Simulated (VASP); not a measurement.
A run of VASP 6.6.1 is set up as follows.

INCAR

```
SYSTEM = Ga2PN
PREC     = Accurate       ! precision mode
ENCUT    = 520            ! plane-wave cutoff, eV
EDIFF    = 1E-7           ! SCF threshold, eV
ISMEAR   = -1             ! smearing method
SIGMA    = 0.02           ! smearing width, eV
LREAL    = .FALSE.        ! projectors in reciprocal space
LASPH    = .TRUE.         ! aspherical terms in the spheres
NELM     = 100            ! most SCF steps
ALGO     = Normal         ! electronic algorithm
ISIF     = 2              ! what is computed and relaxed
LWAVE    = .FALSE.        ! write WAVECAR
LCHARG   = .TRUE.         ! write CHGCAR
GGA      = PE             ! functional
LELF     = .TRUE.         ! ELF
LVHAR    = .TRUE.       
NBANDS   = 26             ! bands
```

Contents of KPOINTS:

```
Automatic mesh
0
G
  6 6 4
  0 0 0
```

POSCAR

```
Ga2PN
1.0
    3.3520943031      0.0000000000      0.0000000000
    0.0000000000      3.3520943031      0.0000000000
    0.0000000000      0.0000000000      4.7326784216
N Ga P
1 2 1
Direct
    0.0000000000      0.0000000000      0.0000000000
    0.0000000000      0.0000000000      0.5000000000
    0.5000000000      0.5000000000      0.0000000000
    0.5000000000      0.5000000000      0.5000000000
```

Potentials or basis: VASP PAW PBE potentials, release 64 (N, Ga_d, P).

The run is started by

```console
$ cat potpaw_PBE.64/N/POTCAR potpaw_PBE.64/Ga_d/POTCAR potpaw_PBE.64/P/POTCAR > POTCAR
$ mpirun -np 1 vasp_std > vasp.out
```

Problem. Predict the band gap on the k mesh.

Solution. None (metal or under the smearing width).

Problem. Predict the pressure.

Solution. 4.6 GPa.

Stress tensor (GPa, compression positive):
```
3.68 0.00 0.00
0.00 3.68 0.00
0.00 0.00 6.39
```
